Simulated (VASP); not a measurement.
Data:

```cif
data_Co4Si8
_chemical_formula_sum 'Co4 Si8'
_space_group_name_H-M_alt 'Fm-3m'
_space_group_IT_number 225
_space_group_name_Hall '-F 4 2 3'
_cell_length_a 5.29878
_cell_length_b 5.29878
_cell_length_c 5.29878
_cell_angle_alpha 90.000
_cell_angle_beta 90.000
_cell_angle_gamma 90.000
loop_
_atom_site_label
_atom_site_type_symbol
_atom_site_symmetry_multiplicity
_atom_site_Wyckoff_symbol
_atom_site_fract_x
_atom_site_fract_y
_atom_site_fract_z
_atom_site_occupancy
Co1 Co 4 a 0.00000 0.00000 0.00000 1
Si1 Si 8 c 0.25000 0.25000 0.25000 1
```
(The calculation used a cell of 3 atoms; values per cell refer to that cell.)

Calculation: SCAN meta-GGA, VASP's PBE PAW potentials (set 64) (plane waves; VASP). Settings: 520 eV cut-off, 10×10×10 Γ-centred mesh, first-order Methfessel-Paxton smearing of 0.10 eV, potentials Co Si.

Problem. Give the energy at these volumes per atom, relative to the lowest: 11.67, 12.04, 12.41, 12.79, 13.16 Å³.

Solution. 29.5, 6.6, 0.0, 7.1, 25.7 meV/atom. A third-order Birch-Murnaghan fit gives B0 = 197 GPa and B0′ = 4.6.

Measured: a 5.365 Å (computed value off by -1.2 %), as given by Ganesh Hegde et al., Applied Physics Letters (2014), arXiv:1405.1317. The calculation is for a static lattice, while the measured a holds thermal and zero-point effects, which are part of the difference.

The compound is CoSi2 in the fluorite structure. It was relaxed first. The run is not spin-polarised, so no magnetic state was tried.
